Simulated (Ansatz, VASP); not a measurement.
# SnSe2 in two plane-wave programs, part 2 of 2

Wanted: the spread between two codes on one cell, functional and k mesh. The cell is taken from a series of VASP runs on this material, whose earlier steps may have relaxed, scaled or displaced it; both programs get it as it stands.

VASP 6.6.1 and Ansatz 0.2.0.

So far. Step 2 (VASP: band structure, HSE06): The k-mesh is coarse for exact exchange; levels may shift by about 0.1 eV on a finer one. Spin-orbit coupling is off here; with elements this heavy it splits and shifts levels by tenths of an eV or more.

### 3. Ansatz: band structure, HSE06

Level of this step: Ansatz beside VASP: Kohn-Sham DFT, plane waves, HSE06 (Ansatz).

Ansatz runs on its default PAW (the set named soft_2) files.

The same cell, functional, mesh and smearing now go to Ansatz, which takes its cutoff from its data sets.

Contents of input.yaml:

```yaml
crystal:
  lattice:
    - [3.8293282261, 0.0, 0.0]
    - [-1.914664113, 3.3162955232, 0.0]
    - [0.0, 0.0, 6.2212929374]
  atoms:
    - { symbol: Sn, position: [0.0, 0.0, 0.0] }
    - { symbol: Se, position: [0.3333333333, 0.6666666667, 0.2535250628] }
    - { symbol: Se, position: [0.6666666667, 0.3333333333, 0.7464749372] }
hamiltonian:
  xc: { exchange: pbe, correlation: pbe, exx: { coeff: 0.25, omega: 0.2 } }
  pseudopotentials: { kind: paw }
kpoints:
  mp_grid: { grid: [4, 4, 3] }
  band_path:
    path:
      - [0.0, 0.0, 0.0]
      - [0.4, 0.0, 0.0]
      - [0.4, 0.2, 0.0]
      - [0.2, 0.2, 0.0]
      - [0.06667, 0.06667, 0.0]
      - [0.0, 0.0, 0.1]
      - [0.0, 0.0, 0.5]
      - [0.4, 0.0, 0.5]
      - [0.4, 0.2, 0.5]
      - [0.2, 0.2, 0.5]
      - [0.5, 0.0, 0.4]
      - [0.5, 0.0, 0.3]
      - [0.33333, 0.33333, 0.0]
      - [0.33333, 0.33333, 0.5]
    npoints: 1
scf:
  occupations: { method: gaussian, width: 0.05 }
  n_extra_bands: 7
output:
  forces: true
  stress: true
  eigenvalues: true
  write_density: true
  write_potential: true
  elf: true
  volumetric_format: npy
```

On the command line:

```
$ ansatz run input.yaml --threads 4 --pin off --max-ram 9216MiB --backend cpu --events-out ev --progress --plain --runs-dir out
```

Numbers of over 12 decimals in the logs are rounded to 6 here.

Log:

```text
Warning: output.stress: scf.convergence.dr2_threshold = 1e-7 eV (the SCF's general default) is looser than the 3e-10 eV advised for a printed stress (1e-10 eV for each atom of the cell: 3). What an SCF threshold leaves in a stress goes as its square root, and in the free energy as the threshold itself, and one threshold admits the most on a small cell: [figures from the program's tests cut] Set scf.convergence.dr2_threshold to 3e-10 eV or tighter. The threshold is an SCF's pass mark: one that does not reach it within its budget of iterations ends unconverged, or closes short of it on a stop that the run arms, and scf.convergence.dr2_threshold's page says what that costs each kind of run
Warning: output.stress: scf.exx.energy_threshold = 1e-6 eV is looser than the 3e-8 eV advised for a stress under a hybrid functional (1e-8 eV for each atom of the cell: 3). Every SCF of the exchange loop can meet its threshold on dr2 while the loop round them stops early: no threshold on dr2 bounds what that leaves in the stress. Set scf.exx.energy_threshold to 3e-8 eV or tighter. The threshold is the loop's pass mark: a loop that does not reach it within its budget of cycles ends unconverged, and scf.exx.energy_threshold's page has the law
scf.n_extra_bands = 7 over 23 filled bands (N_el = 46.0): the run solves 30 bands
Engine: ansatz 0.2.0, aarch64-unknown-linux-gnu
Pseudopotentials: kind: paw
Pseudopotential: Sn, paw, valence charge 14, recommended cutoff 420 eV (normal), Sn.paw.azcp
Pseudopotential: Se, paw, valence charge 16, recommended cutoff 420 eV (normal), Se.paw.azcp
Functional definition: unnamed
  parameter a_1 = 0.25
  parameter omega_1 = 0.2/angstrom
  exchange = pbe_x + (-a_1)*pbe_x_sr(omega_1) + a_1*exact_x_sr(omega_1)
  correlation = pbe_c
Crystal: 3 atoms, lattice volume = 79.005 Å³
Basis set: ecut = 420 eV, 1545 PW (Γ), exchange–correlation on 54×54×90 points (8 copies of the dense FFT grid, shifted against one another)
Bands: 30, of which v1, the nominal top of the filled ones, is band 23 counted from 1 (22 counted from 0)
Symmetry: 12 space group operations
Space group: P-3m1 (ITA 164), of the structure as read, at distance tolerance 4.3e-5 Å
k-points: 9 of 48
Non-local potential: Sn, projectors of the file, l = 0: 2, l = 1: 2, l = 2: 2, l = 3: 2
Non-local potential: Se, projectors of the file, l = 0: 2, l = 1: 2, l = 2: 3, l = 3: 1
PAW form: soft (Blöchl's): semilocal exchange-correlation on the pseudo side does not see the compensation charge
PAW frozen core: Sn, regenerated for the run's functional, and the local potential with it (the file was generated under x = pbe(κ = 0.804, μ = 0.219515), c = pbe(β = 0.066725))
PAW frozen core: Se, regenerated for the run's functional, and the local potential with it (the file was generated under x = pbe(κ = 0.804, μ = 0.219515), c = pbe(β = 0.066725))
PAW one-centre angular grid: Sn, 590 points (default); XC on 64 Gauss nodes
PAW one-centre angular grid: Se, 590 points (default); XC on 64 Gauss nodes
Initial density: superposition of atomic densities (neutral atoms: chi_scale 0, normalization atom), corrected by the library's trained network
Initial wavefunctions: pseudopotential atomic-orbital guess
Functional: x = pbe(κ = 0.804, μ = 0.219515), c = pbe(β = 0.066725), warm-up for x = pbe(κ = 0.804, μ = 0.219515) + 0.25 (exact − pbe) at short range (hse, ω = 0.2 Å⁻¹), c = pbe(β = 0.066725)
SCF iter   1: F=—  HF=-16963.238281 eV  |F-HF|=—  |Δ(HF+E_count)|=         —  Δρ=2.33e-3  dr2=6.08e-3  ethr=1.77e-3  ⟨swp⟩=9.7  Hψ=1115  notcnv=0
preconditioner: auto → none  [insulator: Δε(μ)=0.759 eV  Ē_g=17.284 eV  σ=0.050 eV  W_gap=1.00  n_scr=22 (ndim 8)  ℏωp=21.3 eV  f_vac=0.077  D(μ)=0.00/eV (n_scr^D=0)]
SCF iter   2: F=—  HF=-16963.238475 eV  |F-HF|=—  |Δ(HF+E_count)|=   1.94e-4  Δρ=1.12e-3  dr2=2.37e-3  ethr=1.32e-5  ⟨swp⟩=4.7  Hψ=732  notcnv=0  defer=3
SCF iter   3: F=—  HF=-16963.238121 eV  |F-HF|=—  |Δ(HF+E_count)|=   3.53e-4  Δρ=6.36e-4  dr2=3.11e-4  ethr=5.16e-6  ⟨swp⟩=3.6  Hψ=557  notcnv=0  defer=1
SCF iter   4: F=-16963.238192 eV  HF=-16963.238183 eV  |F-HF|=8.88e-6  |Δ(HF+E_count)|=   6.17e-5  Δρ=2.46e-4  dr2=3.64e-5  ethr=6.76e-7  ⟨swp⟩=3.0  Hψ=512  notcnv=0
SCF 1 stopped early in 4 iterations: F = -16963.238192 eV  dr2 = 3.64e-5
  greatest PAW one-centre occupation: 1.000 electrons in one spin orbital (limit 2), on the Se atom at site 2 (counted from 0), in its partial waves of l = 2
Initial density: handed on by an earlier stage of this run
Initial wavefunctions: those handed on with the density
Functional: x = pbe(κ = 0.804, μ = 0.219515) + 0.25 (exact − pbe) at short range (hse, ω = 0.2 Å⁻¹), c = pbe(β = 0.066725)
Exchange kernel: α = 0.2500, screened, ω = 0.2000 Å⁻¹, Wigner–Seitz truncation, v(0) = 1108.4811 eV·Å³, q-mesh 4×4×3, nearest image of the exchange supercell L = 15.32 Å, pair-density grid 18×18×27, without the augmentation charges, whose exchange is taken in its separable form by FFT convolution over the k-point mesh (sized by the pseudopotential files, 24×24×45 at the most), smooth part of the exact exchange by density-matrix convolution
Frozen-core exchange: fock
SCF iter   1: F=—  HF=-16970.396122 eV  |F-HF|=—  |Δ(HF+E_count)|=         —  Δρ=5.91e-3  dr2=2.55e-2  ethr=7.91e-7  ⟨swp⟩=6.8  Hψ=1261  notcnv=0
[...]
SCF iter   6: F=—  HF=-16970.393673 eV  |F-HF|=—  |Δ(HF+E_count)|=   1.94e-4  Δρ=1.36e-4  dr2=2.50e-5  ethr=9.79e-8  ⟨swp⟩=4.0  Hψ=688  notcnv=0
iter 7 solved again at ethr=3.54e-10 eV; its pass at ethr=5.18e-8 eV (dr2=1.63e-7 eV) is discarded
SCF iter   7: F=-16970.393667 eV  HF=-16970.393667 eV  |F-HF|=2.30e-8  |Δ(HF+E_count)|=   6.24e-6  Δρ=1.67e-5  dr2=1.31e-6  ethr=3.54e-10  ⟨swp⟩=4.7  Hψ=1429  notcnv=0  defer=2
eigensolver tolerance schedule: the retry pair's looser diagonalisation over-reported the residual by 0.10 of it (diagonalisation noise at 0.10 of the residual, at the tolerance the schedule requests for it); recorded, not acted on — ethr = c·dr2/N_el stays at c = 1.0e-1
SCF 2 stopped early in 7 iterations: F = -16970.393667 eV  dr2 = 1.31e-6
  Residual-converged pass: ⟨swp⟩=2.7  Hψ=491  notcnv=0  max |occ|·‖R‖ = 6.4e-6 eV (tolerance 6.7e-6 eV)  dr2=1.31e-6  dr2_onsite=2.77e-8  max |Δocc| = 2.3e-96
hybrid outer 1: dexx = +1.330e-2 eV, tail = 1.51e-4 eV
Exchange kernel: α = 0.2500, screened, ω = 0.2000 Å⁻¹, Wigner–Seitz truncation, v(0) = 1108.4811 eV·Å³, q-mesh 4×4×3, nearest image of the exchange supercell L = 15.32 Å, pair-density grid 18×18×27, without the augmentation charges, whose exchange is taken in its separable form by FFT convolution over the k-point mesh (sized by the pseudopotential files, 24×24×45 at the most), smooth part of the exact exchange by density-matrix convolution
Frozen-core exchange: fock
SCF iter   1: F=—  HF=-16970.393839 eV  |F-HF|=—  |Δ(HF+E_count)|=         —  Δρ=4.71e-5  dr2=1.14e-6  ethr=1.64e-6  ⟨swp⟩=4.0  Hψ=558  notcnv=0
preconditioner: auto → none  [insulator: Δε(μ)=1.422 eV  Ē_g=12.515 eV  σ=0.050 eV  W_gap=1.00  n_scr=22 (ndim 8)  ℏωp=16.7 eV  f_vac=0.085  D(μ)=0.00/eV (n_scr^D=0)]
SCF iter   2: F=—  HF=-16970.393841 eV  |F-HF|=—  |Δ(HF+E_count)|=   1.98e-6  Δρ=2.50e-5  dr2=3.22e-7  ethr=2.31e-9  ⟨swp⟩=4.0  Hψ=906  notcnv=0
SCF iter   3: F=—  HF=-16970.393841 eV  |F-HF|=—  |Δ(HF+E_count)|=   7.24e-8  Δρ=4.58e-6  dr2=8.36e-8  ethr=5.31e-10  ⟨swp⟩=3.0  Hψ=669  notcnv=0
SCF iter   4: F=—  HF=-16970.393841 eV  |F-HF|=—  |Δ(HF+E_count)|=   6.39e-7  Δρ=5.37e-6  dr2=2.71e-8  ethr=2.63e-11  ⟨swp⟩=4.4  Hψ=1023  notcnv=0  defer=1
SCF iter   5: F=—  HF=-16970.393841 eV  |F-HF|=—  |Δ(HF+E_count)|=   8.93e-9  Δρ=1.67e-6  dr2=1.51e-9  ethr=2.63e-11  ⟨swp⟩=3.0  Hψ=571  notcnv=0
SCF iter   6: F=-16970.393841 eV  HF=-16970.393841 eV  |F-HF|=4.58e-10  |Δ(HF+E_count)|=   4.75e-9  Δρ=5.65e-7  dr2=2.87e-10  ethr=1.71e-12  ⟨swp⟩=4.4  Hψ=793  notcnv=0  defer=3
SCF 3 converged in 6 iterations: F = -16970.393841 eV  dr2 = 2.87e-10
  Residual-converged pass: ⟨swp⟩=2.2  Hψ=446  notcnv=0  max |occ|·‖R‖ = 5.3e-7 eV (tolerance 5.4e-7 eV)  dr2=2.87e-10  dr2_onsite=6.88e-10  max |Δocc| = 2.4e-98
hybrid outer 2: dexx = +7.898e-7 eV, tail = 3.97e-8 eV, Δε = 3.33e-3 eV (about 1.27e-4 eV left of the loop's levels), ΔF = 1.18e-2 eV/Å (tail 2.08e-3)
Exchange kernel: α = 0.2500, screened, ω = 0.2000 Å⁻¹, Wigner–Seitz truncation, v(0) = 1108.4811 eV·Å³, q-mesh 4×4×3, nearest image of the exchange supercell L = 15.32 Å, pair-density grid 18×18×27, without the augmentation charges, whose exchange is taken in its separable form by FFT convolution over the k-point mesh (sized by the pseudopotential files, 24×24×45 at the most), smooth part of the exact exchange by density-matrix convolution
Frozen-core exchange: fock
SCF iter   1: F=—  HF=-16970.393841 eV  |F-HF|=—  |Δ(HF+E_count)|=         —  Δρ=1.26e-6  dr2=7.70e-10  ethr=4.31e-10  ⟨swp⟩=7.6  Hψ=655  notcnv=0
SCF iter   2: F=-16970.393841 eV  HF=-16970.393841 eV  |F-HF|=4.73e-11  |Δ(HF+E_count)|=  6.55e-11  Δρ=3.87e-7  dr2=1.03e-10  ethr=1.55e-12  ⟨swp⟩=4.0  Hψ=835  notcnv=0
SCF 4 converged in 2 iterations: F = -16970.393841 eV  dr2 = 1.03e-10
  Residual-converged pass: ⟨swp⟩=2.0  Hψ=438  notcnv=0  max |occ|·‖R‖ = 8.0e-7 eV (tolerance 8.1e-7 eV)  dr2=1.03e-10  dr2_onsite=1.08e-10  max |Δocc| = 1.9e-99
hybrid outer 3: dexx = +4.184e-10 eV, tail = 4.33e-10 eV, Δε = 4.37e-5 eV (about 8.91e-6 eV left of the loop's levels), ΔF = 1.09e-4 eV/Å (tail 1.68e-4)
NSCF: frozen V_eff on 14 k-points
hybrid SCF converged: 3 outer / 15 inner (+4 warm-up), last move |dexx| = 4.18e-10 eV, tail = 4.33e-10 eV
Stability not checked: this state was not tested for a lower state beside it, because the functional holds exact exchange (a hybrid, or Hartree-Fock), whose exchange loop this test does not read (fock_operator; see scf.lower_state_search)
Free energy (F): -16970.393841 eV
Frozen-core exchange: fock
Harris-Foulkes:  -16970.393841 eV  (|F-HF|=4.73e-11)
Internal energy: -16970.393841 eV  (E = F + TS)
E sigma→0 (E₀):  -16970.393841 eV
Fermi energy:    7.897599 eV
--- Per-component energies (eV) ---
  E_band       = -996.880142
  E_kinetic    = 422.491595
  E_local      = -6099.733440  (includes V_loc(G=0)·N_el)
  E_nonlocal   = -1224.334542
  E_hartree    = 3123.596717
  E_xc         = -465.948808
  E_vxc        = -232.425369  (∫ρ·V_xc dr)
  E_exx        = -173.699882  (= α·E_x^exact, valence–valence)
  E_paw        = -7918.409708  (= ΣΔE_a)
  E_vpaw       = 237.329034  (= ΣTr[D̂ρ^β])
  E_aug_tail   = -0.001232  (compensation charges beyond the density's cutoff)
  E_ewald      = -4632.472236
  E_core_change = -1.882306  (= ΣΔE_core)
  E_smearing   = -0.000000  (= −TS)
  E_closure    = -0.000000  (closes the sum)
  Σ components = -16970.393841   (vs F -16970.393841, Δ=3.64e-12)
--- Forces (eV/Å), atoms counted from 1 ---
  atom   1  Sn    -0.00000000    -0.00000000     0.00000000
  atom   2  Se     0.00000000    -0.00000000    -0.31487381
  atom   3  Se    -0.00000000    -0.00000000     0.31487381
  max |Σ_I F_I| component: 4.63e-18 eV/Å
--- Stress (GPa, compression-positive) ---
        0.547645       0.000000       0.000000
        0.000000       0.547645      -0.000000
       -0.000000      -0.000000      -0.368211
  P = ⅓ Tr σ = 0.2424 GPa (2.424 kbar)
--- Band table (eV; the first three rows and the last of 9) ---
  k-point 0: bands = [... 19 lower, 6.6347, 6.9546, 6.9546, 7.1239, 9.0416, 11.1721, 12.8543, 12.8543, ... 3 higher]
  k-point 1: bands = [... 19 lower, 6.5465, 6.5465, 7.0887, 7.0887, 10.2317, 11.1412, 12.6310, 12.6310, ... 3 higher]
  k-point 2: bands = [... 19 lower, 4.8303, 5.2937, 6.9777, 7.1865, 9.9781, 12.0568, 13.5635, 13.8204, ... 3 higher]
  k-point 8: bands = [... 19 lower, 3.4692, 4.2966, 5.9882, 6.8800, 10.0737, 12.6171, 13.7609, 14.5652, ... 3 higher]
```

The job ended after 46 s (4 threads of Arm Neoverse V1, shared host; peak memory 1 GiB; 2.8 min of CPU time).

### 4. Differences

Known differences besides the potentials themselves: exact exchange at q = 0 is treated differently, which shows on coarse meshes; VASP keeps PBE cores, Ansatz makes them for the functional; the data sets hold 46 valence electrons in Ansatz (default PAW (the set named soft_2) files) and 26 in VASP; the cutoff is 420 eV in Ansatz and 400 eV in VASP; VASP takes a coarser grid for exact exchange (PRECFOCK = Fast). Total energies have different zeros and are not compared.

Compared:

```tsv
quantity	Ansatz	VASP	difference
gap over the path points (eV)	1.367	1.374	-0.007
```

Forces (eV/Å; atoms numbered as in POSCAR):

```tsv
atom	Ansatz x, y, z	VASP x, y, z
Sn1	0.000, 0.000, 0.000	0.000, 0.000, 0.000
Se2	0.000, 0.000, -0.315	0.000, 0.000, -0.330
Se3	0.000, 0.000, 0.315	0.000, 0.000, 0.330
```

Levels at points of the path, from each program's valence-band top (eV; 4 filled, then empty):

```tsv
k (reciprocal lattice)	Ansatz	VASP
0.000 0.000 0.000	-0.62 -0.30 -0.30 -0.13 1.78 3.92 5.60	-0.62 -0.31 -0.31 -0.13 1.78 3.92 5.61
0.400 0.000 0.000	-3.21 -2.57 -0.98 -0.23 1.95 4.72 6.33	-3.20 -2.57 -0.98 -0.23 1.95 4.73 6.34
0.400 0.200 0.000	-3.54 -3.10 -1.54 -1.36 2.10 6.58 6.61	-3.53 -3.09 -1.54 -1.36 2.11 6.58 6.61
0.200 0.200 0.000	-3.77 -1.88 -1.60 -0.42 2.64 6.25 6.44	-3.76 -1.88 -1.60 -0.42 2.64 6.26 6.44
0.067 0.067 0.000	-1.51 -0.55 -0.34 0.00 2.71 4.66 5.16	-1.51 -0.55 -0.34 0.00 2.70 4.67 5.17
0.000 0.000 0.100	-0.64 -0.41 -0.28 -0.28 2.01 3.92 5.57	-0.64 -0.40 -0.28 -0.28 2.00 3.92 5.58
0.000 0.000 0.500	-0.73 -0.73 -0.13 -0.13 3.28 3.83 5.30	-0.73 -0.73 -0.14 -0.14 3.27 3.84 5.32
0.400 0.000 0.500	-2.38 -2.15 -1.03 -0.64 1.58 5.15 5.91	-2.37 -2.14 -1.03 -0.64 1.59 5.16 5.92
0.400 0.200 0.500	-3.93 -3.17 -0.60 -0.44 2.65 5.42 5.85	-3.92 -3.16 -0.60 -0.44 2.66 5.43 5.86
0.200 0.200 0.500	-3.29 -2.39 -0.86 -0.80 2.89 5.47 6.63	-3.28 -2.38 -0.86 -0.80 2.89 5.48 6.63
```

The forces differ by 7.1 meV/Å r.m.s., which is 4.5 % of the r.m.s. force of 0.16 eV/Å (both taken over all components). Among the levels compared at these points, filled levels agree within 12 meV and empty ones within 15 meV.

### 5. What came out

```
difference in gap over the path points (band structure, HSE06) : -0.0069 eV
r.m.s. force difference (band structure, HSE06)                : 7.1 meV/Å
```

The r.m.s. force difference is 7.1 meV/Å (band structure, HSE06), within the 12 meV/Å picked in this series as the mark of a large difference. Such differences can come from data sets, numerical settings and the points named under the comparisons, not from the functional's error against experiment.

[Lines on the potential files, build, host, timing and source positions are cut from VASP's logs without a mark.]

[Logs are printed without paths, hosts, clocks, repeated set-up lines and the standing remarks that a program may print on its own settings, such as how far it seeks lower states.]

[Hosts, paths, dates, database ids (printed as entryN), source tags and the programs' standing remarks are cut or masked in the printed files.]
